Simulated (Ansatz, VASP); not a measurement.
# AlN in two plane-wave programs, part 2 of 3

Aim: how closely do two programs agree when they are given the same cell, functional and k mesh? The cell is taken from a series of runs on this material, whose earlier steps may have relaxed, scaled, displaced or heated it; both programs get it as it stands.

VASP 6.6.1 and Ansatz 0.2.0.

So far: The starting structure; VASP: zone-centre phonons, LDA.

## 2. VASP: zone-centre phonons, LDA (continued)

Level of this step: LDA; plane waves and PAW (Al, N) (VASP).

Parts of OUTCAR (step 2):

```text
ion  position               nearest neighbor table
   1  0.333  0.667  0.999-   4 1.87   4 1.87   4 1.87   3 1.88   2 3.04   2 3.04   2 3.04   2 3.04
                             2 3.04   2 3.04
   2  0.667  0.333  0.499-   3 1.87   3 1.87   3 1.87   4 1.88   1 3.04   1 3.04   1 3.04   1 3.04
                             1 3.04   1 3.04
   3  0.333  0.667  0.381-   2 1.87   2 1.87   2 1.87   1 1.88
   4  0.667  0.333  0.881-   1 1.87   1 1.87   1 1.87   2 1.88

  LATTYP: Found a hexagonal cell.
 ALAT       =     3.0799440550
 C/A-ratio  =     1.6004478364

 Subroutine GETGRP returns: Found 12 space group operations
 (whereof  6 operations were pure point group operations)

The static configuration has the point symmetry C_3v.
 The point group associated with its full space group is C_6v.

 Found     36 irreducible k-points:

   k-points           NKPTS =     36   k-points in BZ     NKDIM =     36   number of bands    NBANDS=     14

   dimension x,y,z NGX =    28 NGY =   28 NGZ =   40
   dimension x,y,z NGXF=    56 NGYF=   56 NGZF=   80

   ENCUT  =  600.0 eV  44.10 Ry    6.64 a.u.   6.15  6.15  9.85*2*pi/ulx,y,z

   NELECT =      16.0000    total number of electrons

 k-points in reciprocal lattice and weights: Automatic mesh
   0.00000000  0.00000000  0.00000000       0.003
   0.11111111  0.00000000  0.00000000       0.019
   0.22222222  0.00000000  0.00000000       0.019
   0.33333333  0.00000000  0.00000000       0.019
   0.44444444  0.00000000  0.00000000       0.019
   0.11111111  0.11111111  0.00000000       0.019
   0.22222222  0.11111111  0.00000000       0.037
   0.33333333  0.11111111  0.00000000       0.037
   0.44444444  0.11111111  0.00000000       0.019
[...]
0.33333333  0.22222222  0.50000000       0.037
   0.33333333  0.33333333  0.50000000       0.006

 average (electrostatic) potential at core
       1 -69.5300       2 -69.5300       3 -59.5637       4 -59.5637

  Total        0.6241905      0.6241905      0.5810888      0.0000000      0.0000000     -0.0000000
  in kB       24.6960258     24.6960258     22.9907121      0.0000000      0.0000000     -0.0000000
[...]
3.079944055  0.000000000  0.000000000     0.324681222  0.187454791  0.000000000
    -1.539972027  2.667309794  0.000000000     0.000000000  0.374909582  0.000000000
     0.000000000  0.000000000  4.929289799     0.000000000  0.000000000  0.202868981

 POSITION                                       TOTAL-FORCE (eV/Angst)
 -----------------------------------------------------------------------------------
     -0.00000      1.77821      4.92438         0.000000      0.000000     -0.003321
      1.53997      0.88910      2.45973         0.000000      0.000000     -0.003321
     -0.00000      1.77821      1.87804         0.000000     -0.000000      0.003321
      1.53997      0.88910      4.34269        -0.000000      0.000000      0.003321
 -----------------------------------------------------------------------------------
    total drift:                               -0.000000      0.000000     -0.000960

 MACROSCOPIC STATIC DIELECTRIC TENSOR (including local field effects in DFT)
 ------------------------------------------------------
           4.383732    -0.000000    -0.000000
          -0.000000     4.383732     0.000000
           0.000000     0.000000     4.604192
 ------------------------------------------------------

 PIEZOELECTRIC TENSOR (including local field effects)  for field in x, y, z        (C/m^2)
          XX          YY          ZZ          XY          YZ          ZX
  --------------------------------------------------------------------------------
  x     0.00000     0.00000    -0.00000    -0.00000     0.00000     0.33268
  y     0.00000     0.00000     0.00000     0.00000     0.33268     0.00000
  z     0.25192     0.25192    -0.36929     0.00000     0.00000     0.00000

 BORN EFFECTIVE CHARGES (including local field effects) (in |e|, cummulative output)
 ---------------------------------------------------------------------------------
 ion    1
    1     2.50808     0.00000     0.00000
    2     0.00000     2.50808     0.00000
    3     0.00000    -0.00000     2.67058
 ion    2
    1     2.50808     0.00000     0.00000
    2     0.00000     2.50808     0.00000
    3     0.00000     0.00000     2.67058
 ion    3
    1    -2.50808     0.00000     0.00000
    2    -0.00000    -2.50808     0.00000
    3     0.00000     0.00000    -2.67058
 ion    4
    1    -2.50808     0.00000     0.00000
    2     0.00000    -2.50808     0.00000
    3     0.00000    -0.00000    -2.67058

 Eigenvectors and eigenvalues of the dynamical matrix
 ----------------------------------------------------

   1 f  =   22.244705 THz   139.767606 2PiTHz  742.003500 cm-1    91.996668 meV
             X         Y         Z           dx          dy          dz
     -0.000000  1.778207  4.924379     0.000000   -0.000000    0.022290
      1.539972  0.889103  2.459734     0.000000   -0.000000   -0.022290
     -0.000000  1.778207  1.878041    -0.000000    0.000000   -0.706755
      1.539972  0.889103  4.342686    -0.000000    0.000000    0.706755

   2 f  =   20.780033 THz   130.564795 2PiTHz  693.147274 cm-1    85.939270 meV
             X         Y         Z           dx          dy          dz
     -0.000000  1.778207  4.924379     0.000001   -0.413286    0.000000
      1.539972  0.889103  2.459734     0.000001   -0.413286   -0.000000
     -0.000000  1.778207  1.878041    -0.000002    0.573755    0.000000
      1.539972  0.889103  4.342686    -0.000002    0.573755   -0.000000

   3 f  =   20.780033 THz   130.564795 2PiTHz  693.147274 cm-1    85.939270 meV
             X         Y         Z           dx          dy          dz
     -0.000000  1.778207  4.924379     0.413286    0.000001    0.000000
      1.539972  0.889103  2.459734     0.413286    0.000001    0.000000
     -0.000000  1.778207  1.878041    -0.573755   -0.000002   -0.000000
      1.539972  0.889103  4.342686    -0.573755   -0.000002   -0.000000

   4 f  =   20.488606 THz   128.733710 2PiTHz  683.426344 cm-1    84.734029 meV
             X         Y         Z           dx          dy          dz
     -0.000000  1.778207  4.924379    -0.000003    0.383997   -0.000000
      1.539972  0.889103  2.459734     0.000003   -0.383997    0.000000
     -0.000000  1.778207  1.878041    -0.000005    0.593756   -0.000000
      1.539972  0.889103  4.342686     0.000005   -0.593756    0.000000

   5 f  =   20.488606 THz   128.733710 2PiTHz  683.426344 cm-1    84.734029 meV
             X         Y         Z           dx          dy          dz
     -0.000000  1.778207  4.924379    -0.383997   -0.000003   -0.000000
      1.539972  0.889103  2.459734     0.383997    0.000003   -0.000000
     -0.000000  1.778207  1.878041    -0.593756   -0.000005    0.000000
      1.539972  0.889103  4.342686     0.593756    0.000005    0.000000

   6 f  =   19.013852 THz   119.467553 2PiTHz  634.233821 cm-1    78.634936 meV
             X         Y         Z           dx          dy          dz
     -0.000000  1.778207  4.924379    -0.000000    0.000000    0.413352
      1.539972  0.889103  2.459734     0.000000   -0.000000    0.413352
     -0.000000  1.778207  1.878041    -0.000000    0.000000   -0.573707
      1.539972  0.889103  4.342686     0.000000   -0.000000   -0.573707

   7 f  =   16.781176 THz   105.439239 2PiTHz  559.759783 cm-1    69.401337 meV
             X         Y         Z           dx          dy          dz
     -0.000000  1.778207  4.924379    -0.000000   -0.000000   -0.706755
      1.539972  0.889103  2.459734    -0.000000    0.000000    0.706755
     -0.000000  1.778207  1.878041     0.000000   -0.000000   -0.022290
      1.539972  0.889103  4.342686     0.000000    0.000000    0.022290

   8 f  =    7.163662 THz    45.010617 2PiTHz  238.954047 cm-1    29.626513 meV
             X         Y         Z           dx          dy          dz
     -0.000000  1.778207  4.924379     0.000009   -0.593756    0.000000
      1.539972  0.889103  2.459734    -0.000009    0.593756   -0.000000
     -0.000000  1.778207  1.878041    -0.000006    0.383997    0.000000
      1.539972  0.889103  4.342686     0.000006   -0.383997    0.000000

   9 f  =    7.163662 THz    45.010617 2PiTHz  238.954047 cm-1    29.626513 meV
             X         Y         Z           dx          dy          dz
     -0.000000  1.778207  4.924379     0.593756    0.000009   -0.000000
      1.539972  0.889103  2.459734    -0.593756   -0.000009   -0.000000
     -0.000000  1.778207  1.878041    -0.383997   -0.000006   -0.000000
      1.539972  0.889103  4.342686     0.383997    0.000006   -0.000000

  10 f/i=    0.000603 THz     0.003788 2PiTHz    0.020110 cm-1     0.002493 meV
             X         Y         Z           dx          dy          dz
     -0.000000  1.778207  4.924379     0.462304    0.339809   -0.000000
      1.539972  0.889103  2.459734     0.462304    0.339809   -0.000000
     -0.000000  1.778207  1.878041     0.333006    0.244770   -0.000000
      1.539972  0.889103  4.342686     0.333006    0.244770   -0.000000

  11 f/i=    0.000603 THz     0.003788 2PiTHz    0.020110 cm-1     0.002493 meV
             X         Y         Z           dx          dy          dz
     -0.000000  1.778207  4.924379    -0.339809    0.462304   -0.000000
      1.539972  0.889103  2.459734    -0.339809    0.462304   -0.000000
     -0.000000  1.778207  1.878041    -0.244770    0.333006   -0.000000
      1.539972  0.889103  4.342686    -0.244770    0.333006   -0.000000

  12 f/i=    0.001652 THz     0.010383 2PiTHz    0.055119 cm-1     0.006834 meV
             X         Y         Z           dx          dy          dz
     -0.000000  1.778207  4.924379    -0.000000   -0.000000   -0.573707
      1.539972  0.889103  2.459734    -0.000000   -0.000000   -0.573707
     -0.000000  1.778207  1.878041    -0.000000   -0.000000   -0.413352
      1.539972  0.889103  4.342686    -0.000000   -0.000000   -0.413352

 MACROSCOPIC STATIC DIELECTRIC TENSOR IONIC CONTRIBUTION
 ------------------------------------------------------
           3.451993     0.000000    -0.000000
           0.000000     3.451993    -0.000000
          -0.000000    -0.000000     4.674332
 ------------------------------------------------------

 ELASTIC MODULI CONTR FROM IONIC RELAXATION (kBar)
 Direction    XX          YY          ZZ          XY          YZ          ZX
 --------------------------------------------------------------------------------
 XX        -843.0864    387.6448    502.5398     -0.0000     -0.0000     -0.0000
 YY         387.6448   -843.0864    502.5398      0.0000      0.0000      0.0000
 ZZ         502.5398    502.5398  -1109.0171     -0.0000     -0.0000     -0.0000
 XY          -0.0000      0.0000     -0.0000   -615.3656      0.0000      0.0000
 YZ          -0.0000      0.0000     -0.0000      0.0000   -159.6065     -0.0000
 ZX          -0.0000      0.0000     -0.0000      0.0000     -0.0000   -169.2788
 --------------------------------------------------------------------------------

 PIEZOELECTRIC TENSOR IONIC CONTR  for field in x, y, z        (C/m^2)
          XX          YY          ZZ          XY          YZ          ZX
  --------------------------------------------------------------------------------
  x    -0.00000     0.00000    -0.00000    -0.00000    -0.00000    -0.71930
  y     0.00000     0.00000    -0.00000     0.00000    -0.69845    -0.00000
  z    -0.97081    -0.97081     2.14240     0.00000     0.00000     0.00000
```

(Continued in part 3 of 3.)

[Lines on the potential files, build, host, timing and source positions are cut from VASP's logs without a mark.]

[Logs are printed without paths, hosts, clocks, repeated set-up lines and the standing remarks that a program may print on its own settings, such as how far it seeks lower states.]

[Hosts, paths, dates, database ids (printed as entryN), source tags and the programs' standing remarks are cut or masked in the printed files.]
